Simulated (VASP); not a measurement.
HfO₂ (fluorite) is relaxed at rising pressure, each step from the one before. Symmetry mostly holds the structure type, and other phases were not tried. The mesh follows the cell, and a change of mesh leaves a small step in the series.

Here is the system:

```
HfO2
1.0
    0.00000     2.53518     2.53518
    2.53518     0.00000     2.53518
    2.53518     2.53518     0.00000
Hf O
1 2
Cartesian
  0.00000   0.00000   0.00000
  1.26759   1.26759   1.26759
  3.80277   3.80277   3.80277
```

Computed with PBE GGA, VASP's PBE PAW potentials (set 64) (plane waves; VASP). Settings: 620 eV cut-off, 8×8×8 Γ-centred mesh, Gaussian smearing of 0.050 eV, potentials Hf_pv O.

Unless said otherwise, spin-orbit coupling is left out, though it shifts the bands of the heavy elements here.

```tsv
P (GPa)	V (Å³/atom)	H − H(0) (eV/atom)	space group	gap on the mesh (eV)	k-mesh
0	10.86	0.000	Fm-3m	3.80	8×8×8
5	10.66	0.336	Fm-3m	3.85	8×8×8
10	10.47	0.667	Fm-3m	3.90	8×8×8
20	10.15	1.311	Fm-3m	3.98	8×8×8
30	___	___	Fm-3m	4.06	8×8×8
45	___	___	Fm-3m	4.16	8×8×8
```

Task: Some entries are withheld; supply them.

Result: 
- 30, V (Å³/atom): 9.87
- 30, H − H(0) (eV/atom): 1.936
- 45, V (Å³/atom): 9.50
- 45, H − H(0) (eV/atom): 2.844

Pressures at which the relaxation failed are left out.

The compound is HfO2 in the fluorite structure, the high-temperature cubic form, which is unstable at 0 K; the monoclinic form is the stable one.
